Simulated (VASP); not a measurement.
# AlC18 in VASP: a series of runs, part 2 of 2

VASP 6.6.1. The steps go on from the part before.

### 5 Single point, PBE, collinear spin, zero start

INCAR

```
PREC = Accurate ; ENCUT = 520
EDIFF = 1E-6 ; ISMEAR = -1
SIGMA = 0.02 ; LREAL = Auto
LASPH = T ; NELM = 150
ALGO = Fast ; ISIF = 2
LWAVE = F ; LCHARG = T
ISPIN = 2 ; MAGMOM = 0 0 0 0 0 0 0 0 0 0 0 0 0 0 0 0 0 0 0
LORBIT = 11 ; GGA = PE
LELF = T ; LVHAR = T
NBANDS = 56
```

KPOINTS

```
Automatic mesh
0
Gamma
  2 2 1
```

POSCAR

```
AlC18
1.0
    7.3980000000      0.0000000000      0.0000000000
   -3.6990000000      6.4068560000      0.0000000000
    0.0000000000      0.0000000000     11.0000000000
C Al
18 1
Direct
   -0.0046044618     -0.0089377692      0.0898303636
    0.2171658038      0.1024878661      0.0909180909
   -0.0046965992      0.3248671423      0.0902411818
    0.2168998522      0.4349743462      0.0908631818
   -0.0053270528      0.6575189141      0.0906066364
    0.2163864779      0.7686656294      0.0910794545
    0.3275257915     -0.0089102986      0.0912376364
    0.5501980852      0.1030817612      0.0903340000
    0.3282611371      0.3243562833      0.0905185455
    0.5505186000      0.4352961890      0.0905538182
    0.3270947672      0.6569178393      0.0907448182
    0.5504142151      0.7677408389      0.0881234545
    0.6626790302     -0.0079666220      0.0866417273
    0.8855494535      0.1030816051      0.0889260909
    0.6620326707      0.3252548520      0.0906250000
    0.8839415742      0.4357071550      0.0901392727
    0.6623843382      0.6569657567      0.0894837273
    0.8841922290      0.7688148446      0.0897480000
    0.5741962953      0.9008432529      0.2857489091
```

Launch:

```sh
cat potpaw_PBE.64/C/POTCAR potpaw_PBE.64/Al/POTCAR > POTCAR
mpirun -np 1 vasp_std > vasp.out
```

Run time: 6.1 min. Hardware: 1 thread of Intel Xeon Platinum 8488C (Sapphire Rapids), shared host; peak memory 0.81 GiB.

It converged, with:

* Free energy: -167.4349 eV
* Largest force: 0.153 eV/Å
* Band gap on the k mesh: none (metal or under the smearing width)
* Net moment: 0.00 μB per cell
* Valence electrons inside the program's atomic spheres: C 2.66, 2.65; Al 0.75

Forces on the atoms (eV/Å):
```
C   -0.004 -0.010 -0.004
C    0.006  0.009  0.001
C   -0.004 -0.002  0.001
C    0.018 -0.017  0.001
C    0.012 -0.011  0.006
C    0.016  0.007 -0.002
C    0.016  0.001  0.003
C   -0.004  0.004  0.007
C    0.004  0.002  0.002
C   -0.003 -0.001 -0.001
C   -0.006  0.002  0.010
C    0.014  0.018  0.006
C    0.008 -0.003  0.006
C    0.028  0.008 -0.005
C    0.021  0.002 -0.003
C    0.009 -0.006 -0.003
C    0.023 -0.004  0.000
C   -0.002  0.017 -0.004
Al  -0.151 -0.018 -0.020
```

Levels at points of the mesh, in eV from the Fermi level:
Spin up:
| k point | band 35 | band 36 | band 37 | band 38 | band 39 | band 40 |
| --- | --- | --- | --- | --- | --- | --- |
| (0.00, 0.00, 0.00) | -3.04 | -0.85 | -0.80 | -0.58 | -0.54 | 1.32 |
| (0.50, 0.00, 0.00) | -3.18 | -2.88 | -2.84 | 0.49 | 1.02 | 1.53 |
| (0.00, 0.50, 0.00) | -3.18 | -2.87 | -2.85 | 0.81 | 0.91 | 1.07 |
| (0.50, 0.50, 0.00) | -3.20 | -2.88 | -2.84 | 0.53 | 0.97 | 1.50 |
Spin down:
| k point | band 33 | band 34 | band 35 | band 36 | band 37 | band 38 | band 39 | band 40 | band 41 | band 42 |
| --- | --- | --- | --- | --- | --- | --- | --- | --- | --- | --- |
| (0.00, 0.00, 0.00) | -3.51 | -3.51 | -3.04 | -0.85 | -0.80 | -0.58 | -0.54 | 1.32 | 1.63 | 2.65 |
| (0.50, 0.00, 0.00) | -3.48 | -3.30 | -3.18 | -2.88 | -2.84 | 0.49 | 1.02 | 1.53 | 1.63 | 1.99 |
| (0.00, 0.50, 0.00) | -3.59 | -3.29 | -3.18 | -2.87 | -2.85 | 0.81 | 0.91 | 1.07 | 1.87 | 1.91 |
| (0.50, 0.50, 0.00) | -3.51 | -3.26 | -3.20 | -2.88 | -2.84 | 0.53 | 0.97 | 1.50 | 1.67 | 1.97 |

Caveat: the k mesh is coarse (spacing up to 0.49 Å⁻¹), so the values aren't converged.

### 6 Single point, PBE, collinear spin, zero start

INCAR

```
SYSTEM = AlC18
PREC     = Accurate       ! precision mode
ENCUT    = 520            ! plane-wave cutoff, eV
EDIFF    = 1E-6           ! SCF threshold, eV
ISMEAR   = -1             ! smearing method
SIGMA    = 0.02           ! smearing width, eV
LREAL    = Auto         
LASPH    = .True.         ! aspherical terms in the spheres
NELM     = 150            ! most SCF steps
ALGO     = Normal         ! electronic algorithm
ISIF     = 2              ! what is computed and relaxed
LWAVE    = .False.        ! write WAVECAR
LCHARG   = .True.         ! write CHGCAR
ISPIN    = 2              ! spin polarisation
MAGMOM   = 0 0 0 0 0 0 0 0 0 0 0 0 0 0 0 0 0 0 0 ! initial moments
LORBIT   = 11             ! projections on sites
GGA      = PE             ! functional
LELF     = .True.         ! ELF
LVHAR    = .True.       
NBANDS   = 56             ! bands
```

KPOINTS

```
regular mesh
0
Gamma
  2 2 1
  0 0 0
```

POSCAR

```
AlC18
1.0
    7.3980000000      0.0000000000      0.0000000000
   -3.6990000000      6.4068560000      0.0000000000
    0.0000000000      0.0000000000     11.0000000000
C Al
18 1
Direct
   -0.0044864322     -0.0091099285      0.0904440909
    0.2172803152      0.1023338124      0.0908305455
   -0.0046782239      0.3249295754      0.0904927273
    0.2168745371      0.4350121183      0.0907331818
   -0.0051951080      0.6573829660      0.0904303636
    0.2165515810      0.7686130295      0.0902508182
    0.3276030514     -0.0091099285      0.0904452727
    0.5498377964      0.1029013295      0.0896782727
    0.3282170574      0.3242067560      0.0905054545
    0.5503652521      0.4350127426      0.0907328182
    0.3268395887      0.6568324620      0.0900941818
    0.5498952097      0.7675630606      0.0881120000
    0.6620658853     -0.0080958586      0.0863980000
    0.8852904654      0.1029010173      0.0896773636
    0.6618354131      0.3249303559      0.0904931818
    0.8839098964      0.4355924341      0.0901032727
    0.6622201958      0.6568329302      0.0900935455
    0.8842882095      0.7686131856      0.0902497273
    0.6177643968      0.9034176826      0.2865990909
```

Potentials or basis: VASP PAW PBE potentials, release 64 (C, Al).

Launch:

```sh
cat potpaw_PBE.64/C/POTCAR potpaw_PBE.64/Al/POTCAR > POTCAR
mpirun -np 1 vasp_std > vasp.out
```

Wall time 6.1 min (1 thread of Intel Xeon Platinum 8488C (Sapphire Rapids), shared host); peak memory 0.79 GiB.

The run converged. Its results:

| Property | Result |
| --- | --- |
| Free energy | -167.4093 eV |
| Largest force | 0.023 eV/Å |
| Band gap on the k mesh | none (metal or under the smearing width) |
| Net moment | 0.00 μB per cell |
| Valence electrons inside the program's atomic spheres | C 2.65, 2.66; Al 0.75 |

Forces in eV/Å, atoms in the order of the input:
```
C   -0.011 -0.005  0.001
C   -0.006  0.011  0.001
C   -0.012 -0.001 -0.001
C    0.011 -0.012  0.002
C    0.003 -0.008  0.004
C    0.012  0.009 -0.004
C    0.014 -0.006 -0.004
C   -0.018  0.012  0.001
C   -0.006  0.001  0.003
C   -0.011 -0.003  0.000
C   -0.016 -0.006  0.004
C    0.006  0.022  0.004
C   -0.001 -0.010  0.003
C    0.019  0.006  0.006
C    0.012 -0.002 -0.003
C    0.000 -0.006 -0.003
C    0.015 -0.002  0.006
C   -0.010  0.011 -0.003
Al   0.000 -0.011 -0.017
```

Levels at points of the mesh, in eV from the Fermi level:
Spin up:
```
           k point  band 35  band 36  band 37  band 38  band 39  band 40
(0.00, 0.00, 0.00)    -3.08    -0.85    -0.78    -0.58    -0.53     1.25
(0.50, 0.00, 0.00)    -3.18    -2.88    -2.86     0.46     0.95     1.53
(0.00, 0.50, 0.00)    -3.14    -2.89    -2.86     0.80     0.86     1.04
(0.50, 0.50, 0.00)    -3.18    -2.88    -2.86     0.46     0.95     1.53
```
Spin down:
```
           k point  band 34  band 35  band 36  band 37  band 38  band 39  band 40  band 41
(0.00, 0.00, 0.00)    -3.50    -3.08    -0.85    -0.78    -0.58    -0.53     1.25     1.58
(0.50, 0.00, 0.00)    -3.25    -3.18    -2.88    -2.86     0.46     0.95     1.53     1.68
(0.00, 0.50, 0.00)    -3.31    -3.14    -2.89    -2.86     0.80     0.86     1.04     1.89
(0.50, 0.50, 0.00)    -3.25    -3.18    -2.88    -2.86     0.46     0.95     1.53     1.68
```

Caveat: the k mesh is coarse (spacing up to 0.49 Å⁻¹), so the values aren't converged.
